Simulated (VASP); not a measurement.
VASP runs on ZnInGaO4 (space group R3m) share one base input (PBE GGA, plane waves, VASP's PBE PAW potentials (set 64)) and change the settings named in each case.

**KPOINTS**
```
Automatic mesh
0
Gamma
7 7 7
0 0 0
```

### POSCAR
```
ZnInGaO4
1
    1.6781430000     0.9688770000     8.8516340000
   -1.6781430000     0.9688770000     8.8516340000
    0.0000000000    -1.9377530000     8.8516340000
In Ga Zn O
1 1 1 4
Direct
  0.0000000000   0.0000000000   0.0000000000
  0.7829000000   0.7829000000   0.7829000000
  0.2171000000   0.2171000000   0.2171000000
  0.8718000000   0.8718000000   0.8718000000
  0.1282000000   0.1282000000   0.1282000000
  0.7072000000   0.7072000000   0.7072000000
  0.2928000000   0.2928000000   0.2928000000
```

**INCAR**
```
# general
SYSTEM  = ZnInGaO4
PREC    = Accurate
ENCUT   = 400
LREAL   = .FALSE.
LASPH   = .TRUE.   # aspherical one-centre terms

# electronic loop
EDIFF   = 1E-6
NELM    = 100   # most electronic steps
ALGO    = Normal   # blocked Davidson
LMAXMIX = 4

# smearing
ISMEAR  = -1   # Fermi-Dirac
SIGMA   = 0.1   # width (eV)

# functional
GGA     = PE

# ions
ISIF    = 2

# output
LWAVE   = .FALSE.
LCHARG  = .FALSE.
```

POTCAR, in this order: In_d Ga_d Zn O (PBE.64 set). Program: vasp_std.

```
change                                                                               E(σ→0) (eV/atom)  pressure (GPa)  largest force (eV/Å)    −TS (eV)
-----------------------------------------------------------------------------------  ----------------  --------------  --------------------  ----------
base run                                                                                      -5.3392           -5.43                 1.733     -0.0067
GGA = PS                                                                                      -5.7257      (withheld)            (withheld)  (withheld)
KPOINTS 3×3×3 Γ-centred mesh                                                                  -5.3255           -5.03                 1.702     -0.0217
LDAU = .TRUE., LDAUJ = 0 0 0 0, LDAUL = -1 -1 2 -1, LDAUTYPE = 2, LDAUU = 0 0 2.0 0           -5.3326           -6.32                 1.735     -0.0059
```

Complete the blanks.

- GGA = PS, pressure (GPa): -11.61
- GGA = PS, largest force (eV/Å): 1.669
- GGA = PS, −TS (eV): -0.0068

Energies of different potentials or functionals have different zeros.  Unless said otherwise, spin-orbit coupling is left out, though it shifts the bands of the heavy elements here. At 400 eV the pressure can carry a Pulay error.

Left out are runs that ran out of time, are held back, or changed the cell or the kind of run, fixed moments of cells without a moment, rows past the twelfth, gaps on odd meshes, pressures of charged cells and columns that move by less than the noise.

The structure was generated: ZnInGaO4 was put into an ordered model structure, which need not be its known phase. The cell was not relaxed at this level, forces remain on its atoms, its lattice was scaled by up to 2.5 %.
